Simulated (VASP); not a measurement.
# Na3SnP (Pm-3m) in VASP: a series of runs, part 2 of 2

VASP 6.6.1.

## Step 3: Single point, PBEsol

Input file INCAR:

```
SYSTEM = Na3SnP
PREC = Accurate ; ENCUT = 520
EDIFF = 1E-7 ; ISMEAR = 0
SIGMA = 0.0165 ; LREAL = .FALSE.
LASPH = .TRUE. ; NELM = 60
ALGO = Normal ; ISIF = 2
LWAVE = .FALSE. ; LCHARG = .FALSE.
GGA = PS ; NBANDS = 28
```

Input file KPOINTS:

```
regular mesh
0
G
  4 4 4
  0 0 0
```

Input file POSCAR:

```
Na3SnP
1.0
    4.5735860000      0.0000000000      0.0000000000
    0.0000000000      4.5735860000      0.0000000000
    0.0000000000      0.0000000000      4.5735860000
Sn Na P
1 3 1
Direct
    0.0000000000      0.0000000000      0.0000000000
    0.0000000000      0.5000000000      0.5000000000
    0.5000000000      0.0000000000      0.5000000000
    0.5000000000      0.5000000000      0.0000000000
    0.5000000000      0.5000000000      0.5000000000
```

Potentials or basis: VASP PAW PBE potentials, release 64 (Sn_d, Na_pv, P).

Run with:

```console
$ cat potpaw_PBE.64/Sn_d/POTCAR potpaw_PBE.64/Na_pv/POTCAR potpaw_PBE.64/P/POTCAR > POTCAR
$ mpirun -np 1 vasp_std > vasp.out
```

OUTCAR:

```text
SYSTEM = Na3SnP
   PREC = Accurate
   ENCUT = 520
   EDIFF = 1E-7
   ISMEAR = 0
   LREAL = .FALSE.
   LASPH = .TRUE.
   NELM = 60
   ISIF = 2
   GGA = PS

 ion  position               nearest neighbor table
   1  0.000  0.000  0.000-   2 3.23   3 3.23   4 3.23   2 3.23   3 3.23   2 3.23   4 3.23   2 3.23
                             3 3.23   4 3.23   3 3.23   4 3.23
   2  0.000  0.500  0.500-   5 2.29   5 2.29   1 3.23   1 3.23   1 3.23   1 3.23
   3  0.500  0.000  0.500-   5 2.29   5 2.29   1 3.23   1 3.23   1 3.23   1 3.23
   4  0.500  0.500  0.000-   5 2.29   5 2.29   1 3.23   1 3.23   1 3.23   1 3.23
   5  0.500  0.500  0.500-   2 2.29   3 2.29   4 2.29   4 2.29   3 2.29   2 2.29

  LATTYP: Found a simple cubic cell.
 ALAT       =     4.5735860000

  Lattice vectors:

 A1 = (   4.5735860000,   0.0000000000,   0.0000000000)
 A2 = (   0.0000000000,   4.5735860000,   0.0000000000)
 A3 = (   0.0000000000,   0.0000000000,   4.5735860000)

Analysis of symmetry for initial positions (statically):
=====================================================================
 Subroutine PRICEL returns:
 Original cell was already a primitive cell.

 Routine SETGRP: Setting up the symmetry group for a
 simple cubic supercell.

 Subroutine GETGRP returns: Found 48 space group operations
 (whereof 48 operations were pure point group operations)
 out of a pool of 48 trial point group operations.

The static configuration has the point symmetry O_h .

Analysis of symmetry for dynamics (positions and initial velocities):
=====================================================================
 Subroutine PRICEL returns:
 Original cell was already a primitive cell.

 Routine SETGRP: Setting up the symmetry group for a
 simple cubic supercell.

 Subroutine GETGRP returns: Found 48 space group operations
 (whereof 48 operations were pure point group operations)
 out of a pool of 48 trial point group operations.

The dynamic configuration has the point symmetry O_h .

 Subroutine INISYM returns: Found 48 space group operations
 (whereof 48 operations are pure point group operations),
 and found     1 'primitive' translations

----------------------------------------------------------------------------------------

                                     Primitive cell

  volume of cell :      95.6688

  direct lattice vectors                    reciprocal lattice vectors
     4.573586000  0.000000000  0.000000000     0.218646812  0.000000000  0.000000000
     0.000000000  4.573586000  0.000000000     0.000000000  0.218646812  0.000000000
     0.000000000  0.000000000  4.573586000     0.000000000  0.000000000  0.218646812

  length of vectors
     4.573586000  4.573586000  4.573586000     0.218646812  0.218646812  0.218646812

  position of ions in fractional coordinates (direct lattice)
     0.000000000  0.000000000  0.000000000
     0.000000000  0.500000000  0.500000000
     0.500000000  0.000000000  0.500000000
     0.500000000  0.500000000  0.000000000
     0.500000000  0.500000000  0.500000000

  ion indices of the primitive-cell ions
   primitive index   ion index
                 1           1
[... 30 lines left out ...]

 Following reciprocal coordinates:
            Coordinates               Weight
  0.000000  0.000000  0.000000      1.000000
  0.250000  0.000000  0.000000      6.000000
  0.500000  0.000000  0.000000      3.000000
  0.250000  0.250000  0.000000     12.000000
  0.500000  0.250000  0.000000     12.000000
  0.500000  0.500000  0.000000      3.000000
  0.250000  0.250000  0.250000      8.000000
  0.500000  0.250000  0.250000     12.000000
  0.500000  0.500000  0.250000      6.000000
  0.500000  0.500000  0.500000      1.000000
   k-points           NKPTS =     10   k-points in BZ     NKDIM =     10   number of bands    NBANDS=     28
   number of dos      NEDOS =    301   number of ions     NIONS =      5
   total plane-waves  NPLWV =  46656
   dimension x,y,z NGX =    36 NGY =   36 NGZ =   36
   dimension x,y,z NGXF=    72 NGYF=   72 NGZF=   72
   ions per type =               1   3   1
   NGX,Y,Z   is equivalent  to a cutoff of  13.09, 13.09, 13.09 a.u.
   NGXF,Y,Z  is equivalent  to a cutoff of  26.17, 26.17, 26.17 a.u.
 SYSTEM =  Na3SnP
   PREC   = accura    normal or accurate (medium, high low for compatibility)
   ISTART =      0    job   : 0-new  1-cont  2-samecut
   ICHARG =      2    charge: 1-file 2-atom 10-const
   ISPIN  =      1    spin polarized calculation?
   LNONCOLLINEAR =      F non collinear calculations
   LSORBIT =      F    spin-orbit coupling
   LASPH  =      T    aspherical Exc in radial PAW
   ENCUT  =  520.0 eV  38.22 Ry    6.18 a.u.   8.50  8.50  8.50*2*pi/ulx,y,z
   NELM   =     60;   NELMIN=  2; NELMDL= -5     # of ELM steps
   EDIFF  = 0.1E-06   stopping-criterion for ELM
   LREAL  =      F    real-space projection
   EDIFFG = 0.1E-05   stopping-criterion for IOM
   NSW    =      0    number of steps for IOM
   IBRION =     -1    ionic relax: 0-MD 1-quasi-New 2-CG
   NFREE  =      0    steps in history (QN), initial steepest desc. (CG)
   ISIF   =      2    stress and relaxation
   ISYM   =      2    0-nonsym 1-usesym 2-fastsym
   POTIM  = 0.5000    time-step for ionic-motion
   TEBEG  =    0.0;   TEEND  =   0.0 temperature during run
   PSTRESS=    0.0 pullay stress
   NELECT =      40.0000    total number of electrons
   NUPDOWN=      -1.0000    fix difference up-down
   EMIN   =  10.00;   EMAX   =-10.00  energy-range for DOS
   EFERMI =   0.00;   METHOD = LEGACY
   ISMEAR =     0;   SIGMA  =   0.02  broadening in eV -4-tet -1-fermi 0-gaus
   EFERMI_NEDOS =   21; number of points for ismear=-14 and -15
   IALGO  =     38    algorithm
   IMIX   =      4    mixing-type and parameters
     AMIX     =   0.40;   BMIX     =  1.00
     AMIX_MAG =   1.60;   BMIX_MAG =  1.00
  volume/ion in A,a.u.               =      19.13       129.12
  Fermi-wavevector in a.u.,A,eV,Ry     =   1.224159  2.313326 20.389232  1.498566
  Thomas-Fermi vector in A             =   2.359244
   LORBIT       =      0    0 simple, 1 ext, 2 COOP (PROOUT), +10 PAW based schemes
   GGA     = PS    functional components
   LHFCALC =     F    Hartree Fock is set to
   AEXX    =    0.0000 exact exchange contribution
   IVDW    =     0    specifies the selected vdW correction
   LEPSILON=     F    determine dielectric tensor
   LRPA    =     F    only Hartree local field effects (RPA)
 non-spin polarized calculation
 Gauss-broadening in eV      SIGMA  =   0.02
  energy-cutoff  :      520.00
  volume of cell :       95.67
 maximum number of plane-waves:      2612
 NGX is ok and might be reduce to    36
   NGX = 17   NGY = 17   NGZ = 17

 number of electron      39.9999985 magnetization

 Free energy of the ion-electron system (eV)
  ---------------------------------------------------
  ext. energy  EPLUGINS =         0.00000000
  ---------------------------------------------------
  free energy    TOTEN  =       -10.83502652 eV

  energy without entropy =      -10.83324843  energy(sigma->0) =      -10.83413747

 E-fermi :   4.6606     XC(G=0):  -9.6069

 val. band max:        4.5386197772   @ k =   0.5000   0.2500   0.0000
 cond. band min:       4.6665217626   @ k =   0.5000   0.2500   0.2500
 fundamental gap:      0.1279019854
 Fermi energy:         4.6605960110

 k-point     1 :       0.0000    0.0000    0.0000
  band No.  band energies     occupation
      1     -18.7113      2.00000
      2     -18.7113      2.00000
      3     -18.7113      2.00000
      4     -18.5379      2.00000
      5     -18.5379      2.00000
      6     -18.5379      2.00000
[... 299 lines left out ...]
     27      13.7535      0.00000
     28      13.7535      0.00000

------------------------ aborting loop because EDIFF is reached ----------------------------------------

  FORCE on cell =-STRESS in cart. coord.  units (eV):
  Direction    XX          YY          ZZ          XY          YZ          ZX
  --------------------------------------------------------------------------------------
  -------------------------------------------------------------------------------------
  Total       13.3822732     13.3822732     13.3822732     -0.0000000     -0.0000000      0.0000000
  in kB      224.1144834    224.1144834    224.1144834     -0.0000000     -0.0000000      0.0000000
  external PRESSURE =     224.1144834 kB  Pullay stress =       0.0000000 kB

 VOLUME and BASIS-vectors are now :
 -----------------------------------------------------------------------------
  energy-cutoff  :      520.00
  volume of cell :       95.67
      direct lattice vectors                 reciprocal lattice vectors
     4.573586000  0.000000000  0.000000000     0.218646812  0.000000000  0.000000000
     0.000000000  4.573586000  0.000000000     0.000000000  0.218646812  0.000000000
     0.000000000  0.000000000  4.573586000     0.000000000  0.000000000  0.218646812

 POSITION                                       TOTAL-FORCE (eV/Angst)
 -----------------------------------------------------------------------------------
      0.00000      0.00000      0.00000         0.000000      0.000000      0.000000
      0.00000      2.28679      2.28679         0.000000      0.000000      0.000000
      2.28679      0.00000      2.28679         0.000000      0.000000      0.000000
      2.28679      2.28679      0.00000         0.000000      0.000000      0.000000
      2.28679      2.28679      2.28679         0.000000      0.000000      0.000000
 -----------------------------------------------------------------------------------
    total drift:                                0.000000      0.000000      0.000000

  FREE ENERGIE OF THE ION-ELECTRON SYSTEM (eV)
  ---------------------------------------------------
  free  energy   TOTEN  =       -10.8350265190 eV

  energy  without entropy=      -10.8332484280  energy(sigma->0) =      -10.83413747
```

stdout:

```text
POSCAR found type information on POSCAR SnNaP
 POSCAR found :  3 types and       5 ions
 scaLAPACK will be used
 -----------------------------------------------------------------------------
|                                                                             |
|                                                                             |
|     You enforced a specific xc type in the INCAR file but a different       |
|     I HOPE YOU KNOW WHAT YOU ARE DOING!                                     |
|                                                                             |
 -----------------------------------------------------------------------------

 LDA part: xc-table for (Slater+PW92), standard interpolation
 POSCAR, INCAR and KPOINTS ok, starting setup
 FFT: planning ... GRIDC
 FFT: planning ... GRID_SOFT
 FFT: planning ... GRID
 WAVECAR not read
 entering main loop
```

It took 33 s on 1 thread of Intel Xeon Platinum 8259CL at 2.50GHz (Skylake/Cascade Lake), shared host; peak memory 0.21 GiB.

What came out:

```yaml
Free_energy: -10.8350 eV
Pressure: 22.4 GPa
Band_gap_on_the_k_mesh: none (metal or under the smearing width)
```

Levels at points of the mesh, in eV from the Fermi level:
| k point | band 16 | band 17 | band 18 | band 19 | band 20 | band 21 | band 22 | band 23 | band 24 | band 25 |
| --- | --- | --- | --- | --- | --- | --- | --- | --- | --- | --- |
| (0.00, 0.00, 0.00) | -7.14 | -1.82 | -1.82 | -1.82 | 1.68 | 1.68 | 1.68 | 2.88 | 2.88 | 5.21 |
| (0.50, 0.00, 0.00) | -7.56 | -1.80 | -1.54 | -1.16 | -1.16 | 0.26 | 0.26 | 3.80 | 6.17 | 6.23 |
| (0.50, 0.50, 0.00) | -7.00 | -3.59 | -3.59 | -1.04 | 0.65 | 0.65 | 0.79 | 3.90 | 4.15 | 4.54 |
| (0.50, 0.50, 0.50) | -6.63 | -2.38 | -2.38 | -2.38 | -1.72 | -1.72 | -1.72 | 6.67 | 6.67 | 6.67 |

Caveat: so large a pressure means that the cell lies far from this level's equilibrium, or that cutoff or potentials fall short; the potentials were made for another functional, which shifts forces and pressure.

## Step 4: Single point, PBEsol

Input file INCAR:

```
PREC = Accurate
ENCUT = 520
EDIFF = 1E-6
ISMEAR = 0
SIGMA = 0.0165
LREAL = F
LASPH = T
NELM = 100
ALGO = Fast
ISIF = 2
LWAVE = F
LCHARG = F
GGA = PS
NBANDS = 28
```

Input file KPOINTS:

```
Automatic mesh
0
Gamma
  4 4 4
```

POSCAR is that of step 3.

Run with:

```console
$ cat potpaw_PBE.64/Sn_d/POTCAR potpaw_PBE.64/Na_pv/POTCAR potpaw_PBE.64/P/POTCAR > POTCAR
$ mpirun -np 1 vasp_std > vasp.out
```

Wall time 32 s (1 thread of Intel Xeon Platinum 8259CL at 2.50GHz (Skylake/Cascade Lake), shared host); peak memory 0.21 GiB.

The run converged. Its results:

```
Free energy            : -10.8350 eV
Pressure               : 22.5 GPa
Band gap on the k mesh : none (metal or under the smearing width)
```

Levels at points of the mesh, in eV from the Fermi level:
```tsv
k point	band 16	band 17	band 18	band 19	band 20	band 21	band 22	band 23	band 24	band 25
(0.00, 0.00, 0.00)	-7.14	-1.82	-1.82	-1.82	1.68	1.68	1.68	2.88	2.88	5.21
(0.50, 0.00, 0.00)	-7.56	-1.80	-1.54	-1.16	-1.16	0.26	0.26	3.80	6.17	6.23
(0.50, 0.50, 0.00)	-7.00	-3.59	-3.59	-1.04	0.65	0.65	0.79	3.91	4.15	4.54
(0.50, 0.50, 0.50)	-6.63	-2.38	-2.38	-2.38	-1.72	-1.72	-1.72	6.67	6.67	6.67
```

Caveat: so large a pressure means that the cell lies far from this level's equilibrium, or that cutoff or potentials fall short; the potentials were made for another functional, which shifts forces and pressure.
